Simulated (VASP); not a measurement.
Crystal: BaSrTi2O6.

```
Sr Ba Ti O
1.0
    -3.95564    3.95564    3.95564
     3.95564   -3.95564    3.95564
     3.95564    3.95564   -3.95564
Sr Ba Ti O
2 2 4 12
Direct
  0.50000 0.50000 0.50000
  0.00000 0.00000 0.50000
  0.00000 0.50000 0.00000
  0.50000 0.00000 0.00000
  0.00000 0.00000 0.00000
  0.50000 0.50000 0.00000
  0.50000 0.00000 0.50000
  0.00000 0.50000 0.50000
  0.00000 0.25000 0.25000
  0.50000 0.75000 0.25000
  0.50000 0.25000 0.75000
  0.00000 0.75000 0.75000
  0.25000 0.00000 0.25000
  0.75000 0.50000 0.25000
  0.75000 0.00000 0.75000
  0.25000 0.50000 0.75000
  0.25000 0.25000 0.00000
  0.75000 0.75000 0.00000
  0.75000 0.25000 0.50000
  0.25000 0.75000 0.50000
```

The cell was built by a generator and needn't be a form met in nature.

| Item | Value |
| --- | --- |
| Program | VASP 6.6.1 |
| Task | relaxation of cell and atoms |
| Functional | LDA |
| Potentials or basis | VASP PAW LDA potentials, release 64 (Sr_sv, Ba_sv, Ti_sv, O) |
| Cutoff | 600 eV |
| k mesh | 6 × 6 × 6 |
| Occupations | gaussian, width 0.03 eV |
| Spin | no spin polarisation |

At the start: pressure -6.8 GPa; volume 12.38 Å³/atom.

How do energy, volume and symmetry change on relaxing?

Over 7 steps the energy falls by 12.7 meV/atom and the volume is 11.91 Å³/atom (-3.8 %); space group P4/mmm (No. 123, to 0.05 Å).

Step by step:
```tsv
step	energy change (eV)	largest force (eV/Å)	pressure (GPa)	volume (Å³)
1	0.0000	0.3730	-6.76	247.58
2	-0.0147	0.2506	8.34	229.32
3	-0.2232	0.3144	0.34	238.04
4	-0.2489	0.1289	0.12	238.19
5	-0.2541	0.0011	-0.03	238.29
6	-0.2541	0.0053	-0.03	238.29
7	-0.2542	0.0054	0.03	238.22
```

Final structure:
```yaml
crystal:
  lattice:
    - [-3.90718, 3.90718, 3.90113]
    - [3.90718, -3.90718, 3.90113]
    - [3.90718, 3.90718, -3.90113]
  atoms:
    - { symbol: Sr, position: [0.50000, 0.50000, 0.50000] }
    - { symbol: Sr, position: [0.00000, 0.00000, 0.50000] }
    - { symbol: Ba, position: [0.00000, 0.50000, 0.00000] }
    - { symbol: Ba, position: [0.50000, 0.00000, 0.00000] }
    - { symbol: Ti, position: [0.00000, 0.00000, 0.00000] }
    - { symbol: Ti, position: [0.50000, 0.50000, 0.00000] }
    - { symbol: Ti, position: [0.50000, 0.00000, 0.50000] }
    - { symbol: Ti, position: [0.00000, 0.50000, 0.50000] }
    - { symbol: O, position: [0.00421, 0.25000, 0.25421] }
    - { symbol: O, position: [0.50421, 0.75000, 0.25421] }
    - { symbol: O, position: [0.49579, 0.25000, 0.74579] }
    - { symbol: O, position: [0.99579, 0.75000, 0.74579] }
    - { symbol: O, position: [0.25000, 0.00421, 0.25421] }
    - { symbol: O, position: [0.75000, 0.50421, 0.25421] }
    - { symbol: O, position: [0.75000, 0.99579, 0.74579] }
    - { symbol: O, position: [0.25000, 0.49579, 0.74579] }
    - { symbol: O, position: [0.25000, 0.25000, 0.00000] }
    - { symbol: O, position: [0.75000, 0.75000, 0.00000] }
    - { symbol: O, position: [0.75000, 0.25000, 0.50000] }
    - { symbol: O, position: [0.25000, 0.75000, 0.50000] }
```
